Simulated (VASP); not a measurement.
BeRu:

```xyz
2
Lattice="2.4994 0.0000 0.0000 -1.2497 2.1645 0.0000 0.0000 0.0000 3.7955" Properties=species:S:1:pos:R:3 pbc="T T T"
Be    0.0000    0.0000    1.8978
Ru    1.2497    0.7215    0.0000
```

The cell was built by a generator and needn't be a form met in nature.

```yaml
Program: VASP 6.6.1
Task: relaxation of cell and atoms
Functional: RPBE
Potentials_or_basis: VASP PAW PBE potentials, release 64 (Be, Ru_pv)
Cutoff: 600 eV
k_mesh: 12 × 12 × 7
Occupations: methfessel-paxton, width 0.1 eV
Spin: no spin polarisation
```

At the start: pressure 40.8 GPa; volume 10.27 Å³/atom.

Task: Where does the relaxation end?

Result: Over 15 steps the energy falls by 254.3 meV/atom and the volume is 11.56 Å³/atom (+12.6 %); space group P-6m2 (No. 187, to 0.05 Å).

Step by step:
```tsv
step	energy change (eV)	largest force (eV/Å)	pressure (GPa)	volume (Å³)
1	0.0000	0.0000	40.76	20.53
2	0.1465	0.0000	-28.27	29.19
3	-0.4403	0.0000	-4.57	24.01
4	-0.4413	0.0000	-3.57	23.88
5	-0.4414	0.0000	-2.96	23.81
6	-0.4969	0.0000	-0.97	23.36
7	-0.5081	0.0000	0.53	23.08
8	-0.5083	0.0000	0.79	23.05
9	-0.5082	0.0000	0.68	23.06
10	-0.5083	0.0000	-0.81	23.22
11	-0.5085	0.0000	-0.11	23.14
12	-0.5085	0.0000	-0.08	23.14
13	-0.5085	0.0000	-0.01	23.13
14	-0.5085	0.0000	0.07	23.12
15	-0.5085	0.0000	0.03	23.12
```

Final structure:
```
Be Ru
1.0
     2.71789    0.00000    0.00000
    -1.35895    2.35376    0.00000
     0.00000    0.00000    3.61474
Be Ru
1 1
Direct
  0.00000 0.00000 0.50000
  0.66667 0.33333 0.00000
```

Caveat: the PAW data sets were made with another functional, which shifts forces and pressure a little.
